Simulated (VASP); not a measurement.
Consider the following.

```xyz
4
Lattice="1.2573 -2.1776 0.0000 1.2573 2.1776 0.0000 0.0000 0.0000 6.8420" Properties=species:S:1:pos:R:3 pbc="T T T"
C      0.0000     0.0000     1.7105
C      0.0000     0.0000     5.1315
C      1.2573     0.7259     1.7105
C      1.2573    -0.7259     5.1315
```

Method: PBE GGA with D3 dispersion (Becke-Johnson damping), VASP's PBE PAW potentials (set 64) (plane waves; VASP 6.6.1). Numerical set-up: 520 eV cut-off, 10×10×4 Γ-centred mesh, Gaussian smearing of 0.050 eV, potentials C.

The ions and cell shape at fixed volume are relaxed. Which structure does the run end with?

```xyz
4
Lattice="1.2344 -2.1381 0.0000 1.2344 2.1381 0.0000 0.0000 0.0000 7.0977" Properties=species:S:1:pos:R:3 pbc="T T T"
C      0.0000     0.0000     1.7744
C      0.0000     0.0000     5.3233
C      1.2344     0.7127     1.7744
C      1.2344    -0.7127     5.3233
```
Space group P6_3/mmc (194), at a tolerance of 0.03 Å.

How much energy does the relaxation gain?

The energy (σ→0) changes by -24.4 meV/atom, in 3 ionic steps.

| step | E(σ→0) (eV) | max force (eV/Å) | pressure (GPa) | volume (Å³) |
|---|---|---|---|---|
| 1 | -37.3726 | 0.000 | -15.17 | 37.47 |
| 2 | -37.4683 | 0.000 | 0.75 | 37.47 |
| 3 | -37.4702 | 0.000 | -1.27 | 37.47 |

The compound is C in the graphite structure. This cell is one point of a volume scan, at 1.06 of the reference volume. Symmetry was kept, so distortions that lower it aren't found.
